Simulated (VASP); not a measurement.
Given:

```
CELL_PARAMETERS angstrom
      4.31000     0.00000     0.00000
     -2.15500     3.73257     0.00000
      0.00000     0.00000     7.05000
ATOMIC_POSITIONS crystal
  Sr 0.33333 0.66667 0.25000
  Sr 0.66667 0.33333 0.75000
```

These are PBEsol GGA, VASP's PBE PAW potentials (set 64) (plane waves; VASP 6.6.1) values and carry that method's errors. Run with 300 eV cut-off, 12×12×6 Γ-centred mesh, Fermi-Dirac smearing of 0.10 eV, potentials Sr_sv.

Estimate the energy per atom (σ→0), band gap (on the k-mesh) with the smallest direct gap where there is one.

```yaml
band gap (on the k-mesh): none (metal, semimetal or under 0.01 eV)
energy per atom (σ→0): -1824 meV/atom
```

Total energies compare only between runs with the same potentials, cut-off and functional.

The structure comes from a measured Sr entry (P6_3/mmc) of the Crystallography Open Database, whose conditions weren't checked. The cell was not relaxed at this level. VASP warned that the highest band is occupied, so more bands are needed.
